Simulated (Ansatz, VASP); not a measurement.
# One calculation of Mg3GeSe, two programs

```
Ge Se Mg
1.0
     5.40000    0.00000    0.00000
     0.00000    5.40000    0.00000
     0.00000    0.00000    5.40000
Ge Se Mg
1 1 3
Direct
  0.00000 0.00000 0.00000
  0.50000 0.50000 0.50000
  0.50000 0.50000 0.00000
  0.50000 0.00000 0.50000
  0.00000 0.50000 0.50000
```

The cell comes from a database or a generator and needn't be the stable form of this composition.

Alike in both runs: task single point; functional PBE; k mesh 4 × 4 × 4; occupations gaussian, width 0.05 eV; no spin polarisation.

```csv
,VASP,Ansatz
version,VASP 6.6.1,Ansatz 0.2.0
potentials or method,"VASP PAW PBE potentials, release 64 (Ge_d, Se, Mg)","scalar-relativistic, plane waves, PAW"
plane-wave cutoff (eV),520,420
valence electrons in the cell,26,60
```

VASP gave:

| Quantity | Value |
| --- | --- |
| gap on the k mesh at the Fermi level (eV) | none |
| pressure (GPa) | -5.7 |

Question: What did Ansatz give for the same quantities?

Answer: gap on the k mesh at the Fermi level (eV): none; pressure (GPa): -5.6.

A gap of «none» marks a metal or a gap that the smearing closes. The two sets of potentials don't hold the same shells in valence.
